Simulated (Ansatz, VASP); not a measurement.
# Cross-check of Ga24Si17O70 (amorphous 41Ga2O3-59SiO2 (mol %)) between VASP and Ansatz, part 2 of 2

One calculation is typed for both programs; each brings its own data sets. How far apart do they land? Of the first pair: The structure shown is the start of the Ansatz relaxation below; VASP solves that cell, so the two are compared at the walk's first step.

VASP 6.6.1 and Ansatz 0.2.0.

So far. Step 3 (VASP: single point, PBE, start cell, pair 1): The run ends at a pressure of -4.25 GPa, with forces up to 0.47 eV/Å.

## 6. VASP: single point, PBE, relaxed cell, pair 2

Level of this step: PBE; plane waves and PAW (Ga_d, Si, O) (VASP).

The same cell, functional and mesh now go to VASP, with its own data sets.

The input, INCAR:

```
SYSTEM = Ga24Si17O70
PREC = Accurate
ENCUT = 600
EDIFF = 1E-06
NELM = 120
ISMEAR = 0
SIGMA = 0.01
LREAL = Auto
ALGO = Normal
GGA = PE
NBANDS = 480
LORBIT = 11
LWAVE = .FALSE.
LCHARG = .FALSE.
ISIF = 2
LASPH = .TRUE.
GGA_COMPAT = .FALSE.
EFERMI = MIDGAP
NCORE = 4
```

The input, POSCAR:

```
Ga24Si17O70
1.0
   11.1541300000     -0.2391100000      0.2933800000
   -0.2391100000     11.3822300000      0.1673100000
    0.2933800000      0.1673100000     11.3699100000
Ga Si O
24 17 70
Direct
    0.7136200000      0.9072600000      0.2783300000
    0.2750600000      0.8274700000      0.6940300000
    0.5357700000      0.2181100000      0.0040400000
    0.4606000000      0.9615300000      0.9639100000
    0.3585800000      0.8296500000      0.3063000000
    0.4257300000      0.5521400000      0.2933600000
    0.2559000000      0.7723300000      0.9843300000
    0.5108600000      0.0088200000      0.4717900000
    0.5716900000      0.5023200000      0.6762000000
    0.0529000000      0.6587500000      0.7528900000
    0.5385600000      0.7753300000      0.5395100000
    0.8342100000      0.7483000000      0.0500300000
    0.8611300000      0.2509400000      0.9821900000
    0.5540700000      0.7276600000      0.1010900000
    0.9715100000      0.0045700000      0.0909700000
    0.7272800000      0.4915600000      0.0989100000
    0.5123600000      0.7503800000      0.8099800000
    0.9881500000      0.4915400000      0.0254700000
    0.9207100000      0.9262400000      0.8320100000
    0.1678000000      0.0575700000      0.6482800000
    0.6825400000      0.9582000000      0.7197300000
    0.2022300000      0.0417200000      0.8908000000
    0.4643600000      0.0850700000      0.7454700000
    0.8737100000      0.4569500000      0.8003800000
    0.2588100000      0.4515000000      0.0904000000
    0.4960100000      0.5005100000      0.9540100000
    0.4582400000      0.0762700000      0.2481700000
    0.6661000000      0.6263300000      0.4018300000
    0.0561300000      0.4545700000      0.5524700000
    0.0956800000      0.7934900000      0.2347100000
[... 75 atom lines left out ...]
    0.7007700000      0.7747400000      0.1608700000
    0.9073700000      0.2447200000      0.1412300000
    0.4316700000      0.7110300000      0.2234600000
    0.8232700000      0.2961600000      0.7872600000
    0.4111600000      0.4736900000      0.6539400000
    0.5955800000      0.9647100000      0.0486300000
```

The input, KPOINTS:

```
Automatic mesh
0
Gamma
1 1 1
0 0 0
```

The projector-augmented-wave data sets are Ga_d, Si and O (PBE family, release 64).

Started as:

```
$ mpirun -np 16 vasp_gam
```

Numbers of over 12 decimals in the logs are rounded to 6 here.

Log:

```text
[... set-up lines as in an earlier step ...]
 entering main loop
       N       E                     dE             d eps       ncg     rms          rms(c)
DAV:   1     0.231476531495E+05    0.23148E+05   -0.32680E+05  1000   0.303E+03
DAV:   2     0.552644745290E+04   -0.17621E+05   -0.16687E+05   960   0.944E+02
DAV:   3    -0.584093935581E+02   -0.55849E+04   -0.52021E+04  1320   0.384E+02
DAV:   4    -0.819605647231E+03   -0.76120E+03   -0.75079E+03  1344   0.149E+02
[...]
DAV:  19    -0.745318632847E+03    0.54322E-07   -0.40032E-05  1288   0.209E-02    0.633E-03
DAV:  20    -0.745318632635E+03    0.21189E-06   -0.14584E-05  1184   0.159E-02    0.395E-03
DAV:  21    -0.745318632496E+03    0.13864E-06   -0.38499E-06   864   0.121E-02
   1 F= -.74531863E+03 E0= -.74531863E+03  d E =0.000000E+00
```

From OUTCAR (step 6):

```text
  Total      -15.4603826    -13.3564359    -14.2007646     -2.0051178     -0.1786135      0.7845846
  in kB      -17.1831374    -14.8447473    -15.7831598     -2.2285486     -0.1985165      0.8720110
  external PRESSURE =     -15.9370148 kB  Pullay stress =       0.0000000 kB

 POSITION                                       TOTAL-FORCE (eV/Angst)
 -----------------------------------------------------------------------------------
      7.82453     10.20258      3.52574         0.006629      0.016987      0.016042
      3.07381      9.46880      8.11020         0.050223      0.001612     -0.000710
[...]
7.16229      4.02952      7.83312        -0.029436      0.037501      0.018711
     11.17839      5.67679      8.02132        -0.010463      0.000272     -0.015100
      8.45064     10.79160     10.32021        -0.030979      0.003273      0.033555
      7.12153      8.67560      4.75008         0.014517      0.020585     -0.024815
     11.10509      6.35905     10.36768        -0.008941      0.019562      0.026927
     11.04026      7.62589      3.46721         0.013855      0.019649      0.003040
      7.48417      8.75080      8.61200         0.020530     -0.003641     -0.020644
      2.25700      5.10526      6.62498         0.021463     -0.001128     -0.017608
      6.63048     10.53483      6.88916         0.008016      0.028314      0.014077
      3.57532      0.06351      8.50042         0.027814     -0.004382     -0.000377
      0.78706     11.46705      9.06910        -0.017563     -0.012574     -0.008622
[...]
-----------------------------------------------------------------------------------
    total drift:                               -0.025238     -0.010372     -0.005666

  FREE ENERGIE OF THE ION-ELECTRON SYSTEM (eV)
  ---------------------------------------------------
  free  energy   TOTEN  =      -745.3186324962 eV

  energy  without entropy=     -745.3186324962  energy(sigma->0) =     -745.31863250

[... 1 part as in an earlier step ...]

[... 2 further parts left out ...]
[key lines of the parts left out:]
E-fermi :   2.9409
```

The run ends at a pressure of -1.59 GPa, with forces up to 0.093 eV/Å.

## 7. Differences

What differs besides the data sets and the points named for the pairs above, as far as they apply: the cutoff is 420 eV in Ansatz and 600 eV in VASP (PREC = Accurate, projectors in real space). Total energies have different zeros and are not compared.

Compared:

```tsv
quantity	Ansatz	VASP	difference
pressure (GPa)	-1.71	-1.59	-0.12
gap on the k mesh (eV)	2.083	2.060	+0.023
```

Forces on 7 of the 111 atoms, those with the largest forces and the largest differences (eV/Å; atoms numbered as in POSCAR):

```tsv
atom	Ansatz x, y, z	VASP x, y, z
Ga15	-0.009, 0.004, 0.005	0.030, 0.026, 0.064
Ga20	0.026, 0.013, -0.012	-0.011, 0.077, -0.048
Si28	-0.003, -0.012, 0.009	0.049, -0.033, 0.032
Si31	0.010, -0.034, 0.006	0.037, -0.061, -0.001
Si37	0.007, -0.017, 0.019	0.016, -0.030, 0.068
Si40	-0.008, -0.009, -0.006	-0.006, -0.044, -0.067
O86	0.003, 0.003, -0.016	0.023, 0.030, -0.085
```

The forces differ by 21 meV/Å r.m.s., which is 91.2 % of the r.m.s. force of 0.023 eV/Å (both taken over all components). A gap on the mesh is an upper bound, since the band edges may lie between its points.

## 8. Ansatz: relaxation, PBE

The two programs are compared at the cell with which this relaxation starts, whose forces are those of its first step. The cell compared in this pair holds 1357.57 Å³, against 1441.55 Å³ for the pair before.

The structure compared here is the start of the Ansatz relaxation; VASP solves that cell, so the two are compared at the walk's first step.

The input, input.yaml:

```yaml
crystal:
  lattice:
    - [10.9332, -0.23438, 0.28757]
    - [-0.23438, 11.15678, 0.164]
    - [0.28757, 0.164, 11.1447]
  atoms:
    - { symbol: Ga, position: [0.71512, 0.90954, 0.27994] }
    - { symbol: Ga, position: [0.27266, 0.8324, 0.69102] }
    - { symbol: Ga, position: [0.53288, 0.21999, 0.00168] }
    - { symbol: Ga, position: [0.45428, 0.96183, 0.9655] }
    - { symbol: Ga, position: [0.35622, 0.83172, 0.30216] }
    - { symbol: Ga, position: [0.42899, 0.55455, 0.29345] }
    - { symbol: Ga, position: [0.25368, 0.77075, 0.98276] }
    - { symbol: Ga, position: [0.5095, 0.01126, 0.47069] }
    - { symbol: Ga, position: [0.58137, 0.50333, 0.67798] }
    - { symbol: Ga, position: [0.05301, 0.65963, 0.75624] }
    - { symbol: Ga, position: [0.53571, 0.7738, 0.53681] }
    - { symbol: Ga, position: [0.83663, 0.74567, 0.05165] }
    - { symbol: Ga, position: [0.85857, 0.24903, 0.97814] }
    - { symbol: Ga, position: [0.55686, 0.73185, 0.09845] }
    - { symbol: Ga, position: [0.97117, 0.0086, 0.0918] }
    - { symbol: Ga, position: [0.72226, 0.48694, 0.11074] }
    - { symbol: Ga, position: [0.50755, 0.75068, 0.80846] }
    - { symbol: Ga, position: [0.98442, 0.48998, 0.03097] }
    - { symbol: Ga, position: [0.91756, 0.92939, 0.83401] }
    - { symbol: Ga, position: [0.15123, 0.06147, 0.63391] }
    - { symbol: Ga, position: [0.67818, 0.95672, 0.72046] }
    - { symbol: Ga, position: [0.19913, 0.04478, 0.88194] }
    - { symbol: Ga, position: [0.45943, 0.08669, 0.74366] }
    - { symbol: Ga, position: [0.87305, 0.45661, 0.80428] }
    - { symbol: Si, position: [0.25752, 0.45371, 0.09314] }
    - { symbol: Si, position: [0.49521, 0.50225, 0.95445] }
    - { symbol: Si, position: [0.45745, 0.07961, 0.24585] }
    - { symbol: Si, position: [0.67097, 0.62601, 0.40083] }
    - { symbol: Si, position: [0.06113, 0.45546, 0.55588] }
    - { symbol: Si, position: [0.09498, 0.79408, 0.23376] }
[... 75 atom lines left out ...]
    - { symbol: O, position: [0.70381, 0.77597, 0.1622] }
    - { symbol: O, position: [0.90875, 0.2337, 0.13871] }
    - { symbol: O, position: [0.43486, 0.71343, 0.22279] }
    - { symbol: O, position: [0.82552, 0.29343, 0.78944] }
    - { symbol: O, position: [0.41887, 0.47264, 0.65717] }
    - { symbol: O, position: [0.59039, 0.96171, 0.05204] }
kpoints:
  mp_grid: { grid: [1, 1, 1] }
hamiltonian:
  xc: pbe
scf:
  occupations: { method: fixed }
output:
  forces: true
  eigenvalues: true
  stress: true
relax:
  f_tol: 0.05
  max_steps: 70
```

Started as:

```
$ ansatz run input.yaml --threads 4 --pin off --max-ram 8192MiB --backend cpu --events-out ev --progress --plain --runs-dir out
```

Log:

```text
[...]
Crystal: 111 atoms, lattice volume = 1357.572 Å³
Basis set: ecut = 420 eV, 26579 PW (Γ), exchange–correlation on 150×150×150 points (8 copies of the dense FFT grid, shifted against one another)
Bands: 511, of which v1, the nominal top of the filled ones, is band 400 counted from 1 (399 counted from 0)
Symmetry: 1 space group operations
[...]
k-points: 1
[...]
- { symbol: O, position: [0.793860, 0.993254, 0.141114] }
    - { symbol: O, position: [0.278331, 0.932081, 0.966325] }
    - { symbol: O, position: [0.133183, 0.532397, 0.085827] }
    - { symbol: O, position: [0.416514, 0.864651, 0.443531] }
    - { symbol: O, position: [0.432847, 0.124092, 0.908679] }
    - { symbol: O, position: [0.508950, 0.930095, 0.805197] }
    - { symbol: O, position: [0.909760, 0.761578, 0.765368] }
[...]
- { symbol: O, position: [0.442676, 0.718223, 0.220026] }
    - { symbol: O, position: [0.827009, 0.290205, 0.790151] }
    - { symbol: O, position: [0.421072, 0.471025, 0.659631] }
    - { symbol: O, position: [0.588471, 0.948847, 0.053915] }
```

## 9. VASP: single point, PBE, start cell, pair 3

The same cell, functional and mesh now go to VASP, with its own data sets.

INCAR, as its differences from that of step 6:

```diff
@@ -2,3 +2,3 @@
 PREC = Accurate
-ENCUT = 600
+ENCUT = 520
 EDIFF = 1E-06
```

The input, POSCAR:

```
Ga24Si17O70
1.0
   10.9332000000     -0.2343800000      0.2875700000
   -0.2343800000     11.1567800000      0.1640000000
    0.2875700000      0.1640000000     11.1447000000
Ga Si O
24 17 70
Direct
    0.7151221766      0.9095365843      0.2799436787
    0.2726632332      0.8323978803      0.6910169840
    0.5328796783      0.2199937115      0.0016762068
    0.4542754707      0.9618304609      0.9655014318
    0.3562220962      0.8317218269      0.3021578716
    0.4289859487      0.5545525013      0.2934479977
    0.2536802147      0.7707497334      0.9827582819
    0.5095014993      0.0112598128      0.4706933380
    0.5813672827      0.5033327134      0.6779787384
    0.0530065210      0.6596258200      0.7562409289
    0.5357072073      0.7738005812      0.5368061395
    0.8366277132      0.7456737743      0.0516497052
    0.8585670497      0.2490338815      0.9781385158
    0.5568560098      0.7318482065      0.0984541362
    0.9711718874      0.0086017368      0.0918023290
    0.7222574266      0.4869435146      0.1107379916
    0.5075509337      0.7506800821      0.8084589127
    0.9844177786      0.4899844513      0.0309701947
    0.9175623880      0.9293882513      0.8340123028
    0.1512286898      0.0614678997      0.6339094305
    0.6781778343      0.9567183731      0.7204567720
    0.1991343696      0.0447830338      0.8819430323
    0.4594322846      0.0866936125      0.7436596145
    0.8730503588      0.4566123670      0.8042793866
    0.2575235684      0.4537136302      0.0931415751
    0.4952116556      0.5022540954      0.9544467157
    0.4574471132      0.0796105576      0.2458474254
    0.6709708160      0.6260073877      0.4008258375
    0.0611253719      0.4554595576      0.5558809846
    0.0949763865      0.7940843439      0.2337575536
[... 75 atom lines left out ...]
    0.7038130957      0.7759729319      0.1621977179
    0.9087537866      0.2337005695      0.1387065403
    0.4348631387      0.7134303469      0.2227914462
    0.8255180734      0.2934284441      0.7894410350
    0.4188704938      0.4726363180      0.6571673581
    0.5903887831      0.9617058231      0.0520428673
```

KPOINTS is that of step 6.

Started as:

```
$ mpirun -np 16 vasp_gam
```

Log:

```text
[... set-up lines as in an earlier step ...]
 entering main loop
       N       E                     dE             d eps       ncg     rms          rms(c)
DAV:   1     0.222335476094E+05    0.22234E+05   -0.29936E+05   984   0.284E+03
DAV:   2     0.526739498918E+04   -0.16966E+05   -0.16031E+05   960   0.883E+02
DAV:   3    -0.123891782472E+03   -0.53913E+04   -0.50452E+04  1328   0.367E+02
DAV:   4    -0.821902760887E+03   -0.69801E+03   -0.68798E+03  1320   0.143E+02
[...]
DAV:  19    -0.744462652205E+03    0.22392E-05   -0.12162E-05  1128   0.154E-02    0.679E-03
DAV:  20    -0.744462650524E+03    0.16817E-05   -0.77015E-06  1080   0.148E-02    0.213E-03
DAV:  21    -0.744462650748E+03   -0.22401E-06   -0.48669E-06   912   0.975E-03
   1 F= -.74446265E+03 E0= -.74446265E+03  d E =0.000000E+00
```

OUTCAR, selected parts (step 9):

```text
  Total       48.6588537     49.2424319     49.0464186      0.0059641     -1.2883614      0.8573273
  in kB       57.4261444     58.1148709     57.8835402      0.0070387     -1.5204968      1.0117994
  external PRESSURE =      57.8081852 kB  Pullay stress =       0.0000000 kB

 POSITION                                       TOTAL-FORCE (eV/Angst)
 -----------------------------------------------------------------------------------
      7.68590     10.02580      3.47470        -0.053986     -0.026996     -0.035770
      2.98470      9.33630      7.91610         0.015964      0.057253     -0.014967
[...]
7.10210      3.93950      7.59400        -0.234391      0.191293     -0.196148
     10.96410      5.58070      7.89060        -0.186095      0.086592      0.186668
      8.21210     10.51230     10.14610        -0.171861     -0.168239     -0.002244
      7.04160      8.51840      4.65760         0.000121      0.368011     -0.115851
     10.82560      6.26270     10.21940         0.047169      0.162379      0.140718
     10.82500      7.45410      3.37310        -0.157591      0.038511     -0.101153
      7.30980      8.57140      8.43410        -0.084389      0.106880     -0.331342
      2.27780      5.06300      6.55660         0.092866     -0.081502      0.187022
      6.48720     10.32470      6.73410         0.196271      0.064479      0.090514
      3.45000      0.09880      8.24380         0.101916      0.001274     -0.053412
      0.95600      0.11460      8.66140        -0.085693     -0.047918      0.002949
[...]
-----------------------------------------------------------------------------------
    total drift:                                0.021524     -0.013576      0.014008

  FREE ENERGIE OF THE ION-ELECTRON SYSTEM (eV)
  ---------------------------------------------------
  free  energy   TOTEN  =      -744.4626507476 eV

  energy  without entropy=     -744.4626507476  energy(sigma->0) =     -744.46265075

[... 1 part as in an earlier step ...]

[... 2 further parts left out ...]
[key lines of the parts left out:]
E-fermi :   3.6275
```

The run ends at a pressure of 5.78 GPa, with forces up to 0.71 eV/Å.

## 10. Side by side

Forces on 9 of the 111 atoms, those with the largest forces and the largest differences (eV/Å; atoms numbered as in POSCAR):

```tsv
atom	Ansatz x, y, z	VASP x, y, z
Ga15	0.048, 0.106, 0.113	0.090, 0.133, 0.176
Ga20	-0.201, 0.109, 0.051	-0.226, 0.177, 0.012
O73	-0.286, -0.147, -0.333	-0.317, -0.177, -0.363
O78	-0.070, 0.490, -0.012	-0.065, 0.537, -0.034
O81	-0.459, -0.091, 0.117	-0.502, -0.088, 0.120
O86	0.226, 0.199, -0.544	0.255, 0.223, -0.627
O98	-0.148, 0.407, 0.127	-0.166, 0.455, 0.129
O107	0.266, -0.357, -0.194	0.302, -0.406, -0.223
O110	-0.011, -0.041, 0.458	0.015, -0.037, 0.506
```

The forces differ by 23 meV/Å r.m.s., which is 13.7 % of the r.m.s. force of 0.170 eV/Å (both taken over all components).

## 11. What came out

```json
{"r.m.s. force difference (single point, PBE, start cell, pair 1)": "20 meV/Å", "r.m.s. force difference (single point, PBE, relaxed cell, pair 2)": "21 meV/Å", "r.m.s. force difference (single point, PBE, start cell, pair 3)": "23 meV/Å"}
```

In words: The r.m.s. force difference is 23 meV/Å (single point, PBE, start cell, pair 3), beyond the 12 meV/Å picked in this series as the mark of a large difference. What causes the difference of the single point, PBE, start cell, pair 1 pair stays open here. What causes the difference of the single point, PBE, relaxed cell, pair 2 pair stays open here. What causes the difference of the single point, PBE, start cell, pair 3 pair stays open here. 1 further run of this series is not shown here. Such differences can come from data sets, numerical settings and the points named under the comparisons, not from the functional's error against experiment.

[Lines on the potential files, build, host, timing and source positions are cut from VASP's logs without a mark.]

[Logs are printed without paths, hosts, clocks, repeated set-up lines and the standing remarks that a program may print on its own settings, such as how far it seeks lower states.]

[Hosts, paths, dates, database ids (printed as entryN), source tags and the programs' standing remarks are cut or masked in the printed files.]
